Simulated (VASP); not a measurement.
Here is the system:

```
TlF
1.0
    5.06155     0.00000     0.00000
    0.00000     5.42367     0.00000
    0.00000     0.00000     6.06087
Tl F
4 4
Direct
  0.25000   0.51107   0.25832
  0.75000   0.98893   0.25832
  0.25000   0.01107   0.74168
  0.75000   0.48893   0.74168
  0.25000   0.56318   0.85812
  0.75000   0.93682   0.85812
  0.25000   0.06318   0.14188
  0.75000   0.43682   0.14188
```

The numbers are results of PBEsol GGA, VASP's PBE PAW potentials (set 64) (plane waves; VASP), not measurements. Run with 520 eV cut-off, Gaussian smearing of 0.050 eV, potentials Tl_d F.

Unless said otherwise, spin-orbit coupling is left out, though it shifts the bands of the heavy elements here.

Q: Give the energies of bands 31 to 44 at the high-symmetry points, in eV from the valence-band maximum.

A: 
```
band      Γ      X      S      Y      Z      U      R      T
----  -----  -----  -----  -----  -----  -----  -----  -----
31    -3.06  -2.68  -2.29  -2.77  -2.78  -2.41  -2.24  -2.52
32    -2.61  -2.60  -2.29  -2.77  -2.78  -2.41  -2.24  -2.52
33    -2.59  -2.56  -2.27  -2.25  -2.24  -2.15  -1.99  -2.00
34    -2.40  -2.28  -2.27  -2.25  -2.24  -2.15  -1.99  -2.00
35    -2.34  -2.14  -2.04  -2.11  -2.00  -1.92  -1.99  -2.00
36    -2.16  -2.10  -2.04  -2.11  -2.00  -1.92  -1.99  -2.00
37    -2.08  -2.03  -0.77  -1.26  -1.13  -0.68  -0.30  -0.50
38    -0.78  -1.07  -0.77  -1.26  -1.13  -0.68  -0.30  -0.50
39    -0.54  -0.24  -0.44   0.00  -0.04  -0.33  -0.30  -0.50
40    -0.31  -0.18  -0.44   0.00  -0.04  -0.33  -0.30  -0.50
41     3.86   3.81   4.74   5.13   5.07   4.55   3.03   4.13
42     4.01   4.19   4.74   5.13   5.07   4.55   3.03   4.13
43     4.44   4.49   5.05   5.43   5.30   4.70   3.03   4.13
44     6.28   6.33   5.05   5.43   5.30   4.70   3.03   4.13
```

The gap is indirect, 2.81 eV, from the valence maximum at Y to the conduction minimum at S-R at 0.83.

The compound is TlF in the sg57 structure. It was relaxed first.
